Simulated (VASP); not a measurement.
AlN, 4 atoms in the cell. Symmetry: P6_3mc, No. 186, hexagonal system. The conventional cell has a = 3.129 Å, b = 3.129 Å, c = 5.016 Å, α = 90.00°, β = 90.00°, γ = 120.00°. Al (site symmetry 3m) is surrounded by 4 N at 1.90 to 1.91 Å. N (site symmetry 3m) is surrounded by 4 Al at 1.90 to 1.91 Å. 

* Program: VASP 6.6.1
* Task: vibrations by finite differences
* Functional: PBE
* Potentials or basis: VASP PAW PBE potentials, release 64 (Al, N)
* Cutoff: 520 eV
* k mesh: 18 × 18 × 10
* Occupations: gaussian, width 0.02 eV
* Spin: no spin polarisation
* Ions in elastic constants: relaxed
* Further INCAR settings: ALGO = Normal; EDIFF = 1e-08; NBANDS = 16; IBRION = 6; POTIM = 0.015; NSW = 1; ISIF = 3

Potentials or basis: VASP PAW PBE potentials, release 64 (Al, N).

Run with:

```bash
$ cat potpaw_PBE.64/Al/POTCAR potpaw_PBE.64/N/POTCAR > POTCAR
$ mpirun -np 4 vasp_std > vasp.out
```

Hardware: 4 MPI ranks on Intel(R) Xeon(R) Platinum 8488C (Sapphire Rapids), with other jobs on the host.

Task: Estimate the wall time of this run.

Result: Run time: 12 min on 4 MPI ranks on Intel(R) Xeon(R) Platinum 8488C (Sapphire Rapids), with other jobs on the host, peak memory 1.4 GiB a rank. Counts: scf iterations 206, k points 222.
